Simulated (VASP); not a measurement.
Data:

```
KTaO3
1.0
    4.05165     0.00000     0.00000
    0.00000     4.05165     0.00000
    0.00000     0.00000     4.05165
K Ta O
1 1 3
Direct
  0.00000   0.00000   0.00000
  0.50000   0.50000   0.50000
  0.50000   0.00000   0.50000
  0.00000   0.50000   0.50000
  0.50000   0.50000   0.00000
```

These are revPBE GGA, VASP's PBE PAW potentials (set 64) (plane waves; VASP 6.6.1) values and carry that method's errors. Numerical set-up: 520 eV cut-off, Gaussian smearing of 0.050 eV, potentials K_sv Ta_pv O.

Unless said otherwise, spin-orbit coupling is left out, though it shifts the bands of the heavy elements here.

Question: Give the energies of bands 11 to 22 at the high-symmetry points, in eV from the valence-band maximum.

Answer: 
```csv
band,Γ,X,M,R
11,-2.43,-5.27,-5.36,-5.41
12,-2.43,-2.41,-5.19,-5.18
13,-2.43,-2.41,-4.27,-5.18
14,-0.98,-2.29,-2.64,-3.74
15,-0.98,-2.29,-2.64,-3.74
16,-0.98,-2.01,-1.73,-3.74
17,-0.63,-1.38,-1.36,0.00
18,-0.63,-0.84,-1.36,0.00
19,-0.63,-0.84,-0.04,0.00
20,2.10,2.24,4.76,6.07
21,2.10,4.73,4.76,6.07
22,2.10,4.73,5.97,6.07
```

The gap is indirect, 2.10 eV, from the valence maximum at R to the conduction minimum at Γ.

Measured: gap 3.64 eV (computed value off by -1.54 eV), as given by Burak Himmetoglu et al., Journal of Physics Condensed Matter (2016), arXiv:1601.06205.

The compound is KTaO3 in the cubic perovskite structure. It was relaxed first.
